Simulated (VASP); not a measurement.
The system is Sb2TeO5.

```xyz
8
Lattice="0.0000 4.1248 5.0969 3.9590 0.0000 5.0969 3.9590 4.1248 0.0000" Properties=species:S:1:pos:R:3 pbc="T T T"
Sb    1.9795    4.1248    2.5484
Sb    1.9795    0.0000    2.5484
Te    3.9590    4.1248    5.0969
O     5.9384    6.1872    6.1662
O     5.9384    6.1872    9.1244
O     1.9795    2.0624    4.0275
O     1.9795    2.0624    1.0694
O     0.0000    0.0000    0.0000
```

The cell was built by a generator and needn't be a form met in nature.

| Item | Value |
| --- | --- |
| Program | VASP 6.6.1 |
| Task | relaxation of cell and atoms |
| Functional | PBE |
| Potentials or basis | VASP PAW PBE potentials, release 64 (Sb, Te, O) |
| Cutoff | 520 eV |
| k mesh | 3 × 3 × 3 |
| Occupations | gaussian, width 0.15 eV |
| Spin | no spin polarisation |

At the start: pressure -14.3 GPa; volume 20.81 Å³/atom.

Question: How do energy, volume and symmetry change on relaxing?

Answer: Over 16 steps the energy falls by 468.6 meV/atom and the volume is 16.75 Å³/atom (-19.5 %); space group Fmmm (No. 69, to 0.05 Å).

The path:
| step | energy change (eV) | largest force (eV/Å) | pressure (GPa) | volume (Å³) |
| --- | --- | --- | --- | --- |
| 1 | 0.0000 | 0.7000 | -14.31 | 166.46 |
| 2 | -3.3047 | 0.7150 | -0.13 | 125.22 |
| 3 | -3.3142 | 0.6911 | 1.06 | 123.67 |
| 4 | -3.4423 | 0.4304 | 1.22 | 124.86 |
| 5 | -3.5863 | 0.2421 | 1.95 | 127.31 |
| 6 | -3.6480 | 0.1473 | -1.08 | 133.10 |
| 7 | -3.6491 | 0.1243 | -1.90 | 134.70 |
| 8 | -3.6828 | 0.1630 | -2.06 | 135.94 |
| 9 | -3.6996 | 0.2091 | -1.97 | 137.03 |
| 10 | -3.6874 | 0.3678 | -2.11 | 139.11 |
| 11 | -3.7023 | 0.2454 | -2.12 | 137.64 |
| 12 | -3.7327 | 0.2714 | -0.35 | 135.13 |
| 13 | -3.7348 | 0.2849 | 0.75 | 133.72 |
| 14 | -3.7354 | 0.2798 | 0.56 | 134.12 |
| 15 | -3.7448 | 0.1521 | 0.33 | 134.08 |
| 16 | -3.7485 | 0.0301 | 0.21 | 134.03 |

Final structure:
```xyz
8
Lattice="0.0000 3.6610 4.1883 4.3706 0.0000 4.1883 4.3706 3.6610 0.0000" Properties=species:S:1:pos:R:3 pbc="T T T"
Sb    2.1853    3.6610    2.0941
Sb    2.1853    0.0000    2.0941
Te    4.3706    3.6610    4.1883
O     6.5559    5.4915    5.1572
O     6.5559    5.4915    7.4075
O     2.1853    1.8305    3.2193
O     2.1853    1.8305    0.9690
O     0.0000    0.0000    0.0000
```

Caveat: the k mesh is coarse (spacing up to 0.42 Å⁻¹), so the values aren't converged; the volume moved by over 15 % at a fixed basis, so the end points are rough.
